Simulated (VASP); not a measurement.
An input for Quantum ESPRESSO's pw.x (written as the equivalent of a VASP run, and not itself run):

```
&CONTROL
  calculation = 'vc-relax'
  pseudo_dir = './pseudo'
  outdir = './out'
  tprnfor = .true.
  tstress = .true.
  nstep = 60
  forc_conv_thr = 0.00039
/
&SYSTEM
  ibrav = 0
  nat = 2
  ntyp = 2
  ecutwfc = 62.5
  occupations = 'smearing'
  smearing = 'gaussian'
  degauss = 0.003675
  input_dft = 'pbesol'
/
&ELECTRONS
  conv_thr = 7.3e-08
  electron_maxstep = 100
/
&IONS
/
&CELL
/
ATOMIC_SPECIES
  Pb 207.200 Pb.upf
  S 32.060 S.upf
CELL_PARAMETERS angstrom
     0.0000000    2.8982980    2.8982980
     2.8982980    0.0000000    2.8982980
     2.8982980    2.8982980    0.0000000
ATOMIC_POSITIONS crystal
  Pb   0.0000000  0.0000000  0.0000000
  S    0.2500000  0.2500000  0.2500000
K_POINTS automatic
  7 7 7 0 0 0
```

Translate this input to VASP (INCAR, KPOINTS, POSCAR, choice of POTCAR).

One answer among several that fit: 
File POSCAR:
```
PbS
1
    0.0000000000     2.8982980000     2.8982980000
    2.8982980000     0.0000000000     2.8982980000
    2.8982980000     2.8982980000     0.0000000000
Pb S
1 1
Direct
  0.0000000000   0.0000000000   0.0000000000
  0.2500000000   0.2500000000   0.2500000000
```

File KPOINTS:
```
K-points
0
G
 7 7 7
0 0 0
```

INCAR:
```
# general
SYSTEM  = PbS
PREC    = Accurate
ENCUT   = 400
LREAL   = F
LASPH   = T

# electronic loop
EDIFF   = 1E-6
NELM    = 100
ALGO    = Normal
LMAXMIX = 4

# smearing
ISMEAR  = 0
SIGMA   = 0.05

# functional
GGA     = PS

# ions
IBRION  = 2
NSW     = 60
ISIF    = 3
EDIFFG  = -0.01

# output
LWAVE   = F
LCHARG  = F
```

POTCAR, in this order: Pb_d S (PBE.64 set). Program: vasp_std.

Limits of the translation: the potentials are each code's own (VASP's PAW set, PseudoDojo norm-conserving files in pw.x), so ENCUT and ecutwfc are chosen apart and not converted; conv_thr bounds pw.x's estimated SCF error, while EDIFF bounds the energy change between steps; forc_conv_thr acts on force components and is met together with etot_conv_thr.

The structure was generated: PbS was put into the zinc blende type (F-43m), which need not be its known phase. This run relaxes it. Symmetry was kept, so distortions that lower it aren't found.
